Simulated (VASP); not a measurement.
Consider the following.

```yaml
crystal:
  lattice:
    - [3.66525, 0.00000, 0.00000]
    - [0.00000, 3.66525, 0.00000]
    - [0.00000, 0.00000, 3.66525]
  atoms:
    - { symbol: Mg, position: [0.00000, 0.00000, 0.00000] }
    - { symbol: Te, position: [0.50000, 0.50000, 0.50000] }
```

Calculation: PBEsol GGA, VASP's PBE PAW potentials (set 64) (plane waves; VASP). Settings: 500 eV cut-off, 10×10×10 Γ-centred mesh, first-order Methfessel-Paxton smearing of 0.10 eV, potentials Mg Te.

Unless said otherwise, spin-orbit coupling is left out, though it shifts the bands of the heavy elements here.

**Question.** Estimate the energy per atom (σ→0), band gap (on the k-mesh) with the smallest direct gap where there is one.

**Answer.** 
The band gap (on the k-mesh) is none (metal, semimetal or under 0.01 eV) and the energy per atom (σ→0) is -289.8 kJ/mol of atoms.

The structure was generated: MgTe was put into the CsCl type type (Pm-3m), which need not be its known phase. It was relaxed first.
